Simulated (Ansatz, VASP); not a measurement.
Ba2Tl5V3O12: VASP beside Ansatz

File INCAR:

```
PREC = Accurate ; ENCUT = 520
EDIFF = 1E-7 ; ISMEAR = -1
SIGMA = 0.05 ; LREAL = F
LASPH = T ; NELM = 100
ALGO = Normal ; ISIF = 2
LWAVE = F ; LCHARG = F
ISPIN = 2 ; MAGMOM = 0 0 2 2 2 0 0 0 0 0 0 0 0 0 0 0 0 0 0 0 0 0
LORBIT = 11 ; LMAXMIX = 4
GGA = PE ; NBANDS = 119
KPAR = 4
```

KPOINTS

```
Automatic mesh
0
Gamma
  4 4 4
```

Contents of POSCAR:

```
Ba2Tl5V3O12
1.0
    7.9877508435      0.0000000000      0.0000000000
   -3.9938803197      6.9176019991      0.0000000000
    0.0000000000      0.0000000000      6.7799897425
Ba V Tl O
2 3 5 12
Direct
    0.0000000000      0.0000000000      0.2355200000
    0.0000000000      0.0000000000      0.7644800000
    0.5000000000      0.0000000000      0.0000000000
    0.0000000000      0.5000000000      0.0000000000
    0.5000000000      0.5000000000      0.0000000000
    0.5000000000      0.0000000000      0.5000000000
    0.0000000000      0.5000000000      0.5000000000
    0.5000000000      0.5000000000      0.5000000000
    0.3333300000      0.6666700000      0.2248900000
    0.6666700000      0.3333300000      0.7751100000
    0.3389000000      0.3433400000      0.8144400000
    0.6566600000      0.9955600000      0.8144400000
    0.0044400000      0.6611000000      0.8144400000
    0.3433400000      0.3389000000      0.1855600000
    0.9955600000      0.6566600000      0.1855600000
    0.6611000000      0.0044400000      0.1855600000
    0.6611000000      0.6566600000      0.1855600000
    0.3433400000      0.0044400000      0.1855600000
    0.9955600000      0.3389000000      0.1855600000
    0.6566600000      0.6611000000      0.8144400000
    0.0044400000      0.3433400000      0.8144400000
    0.3389000000      0.9955600000      0.8144400000
```

File input.yaml:

```yaml
crystal:
  lattice:
    - [7.9877508435, 0.0, 0.0]
    - [-3.9938803197, 6.9176019991, 0.0]
    - [0.0, 0.0, 6.7799897425]
  atoms:
    - { symbol: Ba, position: [0.0, 0.0, 0.23552] }
    - { symbol: Ba, position: [0.0, 0.0, 0.76448] }
    - { symbol: V, position: [0.5, 0.0, 0.0], spin: 2.0 }
    - { symbol: V, position: [0.0, 0.5, 0.0], spin: 2.0 }
    - { symbol: V, position: [0.5, 0.5, 0.0], spin: 2.0 }
    - { symbol: Tl, position: [0.5, 0.0, 0.5] }
    - { symbol: Tl, position: [0.0, 0.5, 0.5] }
    - { symbol: Tl, position: [0.5, 0.5, 0.5] }
    - { symbol: Tl, position: [0.33333, 0.66667, 0.22489] }
    - { symbol: Tl, position: [0.66667, 0.33333, 0.77511] }
    - { symbol: O, position: [0.3389, 0.34334, 0.81444] }
    - { symbol: O, position: [0.65666, 0.99556, 0.81444] }
    - { symbol: O, position: [0.00444, 0.6611, 0.81444] }
    - { symbol: O, position: [0.34334, 0.3389, 0.18556] }
    - { symbol: O, position: [0.99556, 0.65666, 0.18556] }
    - { symbol: O, position: [0.6611, 0.00444, 0.18556] }
    - { symbol: O, position: [0.6611, 0.65666, 0.18556] }
    - { symbol: O, position: [0.34334, 0.00444, 0.18556] }
    - { symbol: O, position: [0.99556, 0.3389, 0.18556] }
    - { symbol: O, position: [0.65666, 0.6611, 0.81444] }
    - { symbol: O, position: [0.00444, 0.34334, 0.81444] }
    - { symbol: O, position: [0.3389, 0.99556, 0.81444] }
hamiltonian:
  xc: pbe
  pseudopotentials: { kind: paw }
magnetization:
  spin_polarized: true
kpoints:
  mp_grid: { grid: [4, 4, 4] }
scf:
  occupations: { method: fermi_dirac, width: 0.05 }
output:
  forces: true
  stress: true
  eigenvalues: true
```

Change from the starting cell: volume scaled by 0.94.

Alike in both runs: task single point; functional PBE; k mesh 4 × 4 × 4; occupations fermi-dirac, width 0.05 eV; collinear spin, ferromagnetic start.

```csv
,VASP,Ansatz
version,VASP 6.6.1,Ansatz 0.2.0
potentials or method,"VASP PAW PBE potentials, release 64 (Ba_sv, V_sv, Tl_d, O)",Ansatz PAW
plane-wave cutoff (eV),520,420
valence electrons in the cell,196,196
```

Ansatz gave:

| Item | Value |
| --- | --- |
| gap on the k mesh at the Fermi level (eV) | none |
| pressure (GPa) | 6.5 |
| largest component of the traceless stress (GPa) | 2.04 |
| rms of the force components (eV/Å) | 0.373 |
| net moment per atom (μB) | 0.00 |

Question: What did VASP give for the same quantities?

Answer: gap on the k mesh at the Fermi level (eV): none; pressure (GPa): 7.3; largest component of the traceless stress (GPa): 1.98; rms of the force components (eV/Å): 0.399; net moment per atom (μB): 0.00.

Atom by atom the forces differ by 0.036 eV/Å (rms over components). A gap of «none» marks a metal or a gap that the smearing closes.

Caveats: semilocal functionals often make such compounds metallic where correlation or magnetic order opens a gap, which also shifts bond lengths; the pressure holds a Pulay correction of +0.4 GPa for the finite cutoff (Ansatz); the starting moments weren't kept (Ansatz). The runs have no spin-orbit coupling, so splittings on Ba, Tl are missing.
